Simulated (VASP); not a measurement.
Output of a VASP run:

**OSZICAR**
```
       N       E                     dE             d eps       ncg     rms          rms(c)
DAV:   1     0.832563751772E+02    0.83256E+02   -0.87436E+03   754   0.152E+03
DAV:   2    -0.147676442369E+01   -0.84733E+02   -0.81454E+02   829   0.270E+02
DAV:   3    -0.720379000404E+01   -0.57270E+01   -0.57020E+01   929   0.716E+01
DAV:   4    -0.727429472482E+01   -0.70505E-01   -0.70483E-01   854   0.852E+00
DAV:   5    -0.727532988907E+01   -0.10352E-02   -0.10351E-02   914   0.103E+00    0.704E+00
DAV:   6    -0.686409898698E+01    0.41123E+00   -0.96133E-01  1125   0.367E+01    0.543E+00
DAV:   7    -0.684815443345E+01    0.15945E-01   -0.33994E-01   799   0.574E+00    0.274E+00
DAV:   8    -0.684764769392E+01    0.50674E-03   -0.54571E-03   859   0.735E-01    0.799E-01
DAV:   9    -0.684793019237E+01   -0.28250E-03   -0.11709E-03   859   0.320E-01    0.118E-01
DAV:  10    -0.684807378953E+01   -0.14360E-03   -0.13336E-04   824   0.125E-01    0.561E-02
DAV:  11    -0.684809266238E+01   -0.18873E-04   -0.29552E-05   852   0.723E-02    0.606E-03
DAV:  12    -0.684809368898E+01   -0.10266E-05   -0.29306E-06   853   0.207E-02    0.487E-03
DAV:  13    -0.684809353218E+01    0.15680E-06   -0.29416E-07   497   0.125E-02
   1 F= -.68480935E+01 E0= -.68480935E+01  d E =-.684809E+01
       N       E                     dE             d eps       ncg     rms          rms(c)
DAV:   1    -0.697718579361E+01   -0.12909E+00   -0.16858E+00   889   0.309E+01    0.256E+00
DAV:   2    -0.686819696541E+01    0.10899E+00   -0.35777E-01   894   0.165E+01    0.996E-01
DAV:   3    -0.685478955036E+01    0.13407E-01   -0.15713E-02   789   0.114E+00    0.459E-01
DAV:   4    -0.685185003953E+01    0.29395E-02   -0.14364E-03   884   0.433E-01    0.211E-01
DAV:   5    -0.685136655245E+01    0.48349E-03   -0.42141E-04  1245   0.443E-01    0.348E-02
DAV:   6    -0.685137335767E+01   -0.68052E-05   -0.15931E-04   784   0.179E-01    0.223E-02
DAV:   7    -0.685137695063E+01   -0.35930E-05   -0.18957E-05   929   0.119E-01    0.105E-02
DAV:   8    -0.685137560038E+01    0.13503E-05   -0.60519E-06   734   0.629E-02    0.143E-03
DAV:   9    -0.685137559472E+01    0.56611E-08   -0.26825E-07   397   0.547E-03
   2 F= -.68513756E+01 E0= -.68513756E+01  d E =-.328206E-02
       N       E                     dE             d eps       ncg     rms          rms(c)
DAV:   1    -0.685854626931E+01   -0.71707E-02   -0.89146E-02   904   0.683E+00    0.603E-01
DAV:   2    -0.685256637747E+01    0.59799E-02   -0.21572E-02   894   0.463E+00    0.229E-01
DAV:   3    -0.685187753333E+01    0.68884E-03   -0.83027E-04   779   0.292E-01    0.103E-01
DAV:   4    -0.685172055483E+01    0.15698E-03   -0.90613E-05   887   0.156E-01    0.542E-02
DAV:   5    -0.685169497756E+01    0.25577E-04   -0.27042E-05  1126   0.108E-01    0.103E-02
DAV:   6    -0.685169497747E+01    0.89585E-10   -0.85517E-06   749   0.374E-02
   3 F= -.68516950E+01 E0= -.68516950E+01  d E =-.360145E-02
```

File OUTCAR:
```
------------------------ aborting loop because EDIFF is reached ----------------------------------------
  FORCE on cell =-STRESS in cart. coord.  units (eV):
  Direction    XX          YY          ZZ          XY          YZ          ZX
  --------------------------------------------------------------------------------------
  Total       -0.0117707     -0.0117707     -0.0117707      0.0000000      0.0000000      0.0000000
  in kB       -0.4669476     -0.4669476     -0.4669476      0.0000000      0.0000000      0.0000000
  external PRESSURE =      -0.4669476 kB  Pullay stress =       0.0000000 kB
  volume of cell :       40.39
      direct lattice vectors                 reciprocal lattice vectors
    -0.000000000  2.723149059  2.723149059    -0.183610955  0.183610955  0.183610955
     2.723149059  0.000000000  2.723149059     0.183610955 -0.183610955  0.183610955
     2.723149059  2.723149059  0.000000000     0.183610955  0.183610955 -0.183610955
  FREE ENERGIE OF THE ION-ELECTRON SYSTEM (eV)
  ---------------------------------------------------
  free  energy   TOTEN  =        -6.8516949775 eV

  energy  without entropy=       -6.8516949775  energy(sigma->0) =       -6.85169498

 reached required accuracy - stopping structural energy minimisation
```
(Selected blocks of OUTCAR.)

**POSCAR**
```
ZnS
1
    0.0000000000     2.7050000000     2.7050000000
    2.7050000000     0.0000000000     2.7050000000
    2.7050000000     2.7050000000     0.0000000000
Zn S
1 1
Direct
  0.0000000000   0.0000000000   0.0000000000
  0.2500000000   0.2500000000   0.2500000000
```

**Question.** Reconstruct the remaining input files.

**Answer.** Several could match; the one computed here: the input of the run itself, PBE GGA, plane waves, VASP's PBE PAW potentials (set 64).

**KPOINTS**
```
Automatic mesh
0
Gamma
8 8 8
0 0 0
```

### INCAR
```
IBRION=2
LWAVE=.FALSE.
ISIF=3   # ions, shape and volume
ENCUT=480   # plane-wave cut-off (eV)
SIGMA=0.05
GGA=PE   # PBE
EDIFF=1E-6   # SCF stop (eV)
NSW=60
LASPH=.TRUE.   # aspherical one-centre terms
LCHARG=.FALSE.
LMAXMIX=4
PREC=Accurate
EDIFFG=-0.01   # ionic stop
ALGO=Normal   # blocked Davidson
NELM=100
SYSTEM=ZnS
ISMEAR=0   # Gaussian
LREAL=.FALSE.
```

POTCAR, in this order: Zn S (PBE.64 set). Program: vasp_std.

Energy and stress use the plane-wave basis of the starting cell.

The compound is ZnS in the zinc blende structure. This run relaxes it. Symmetry was kept, so distortions that lower it aren't found.
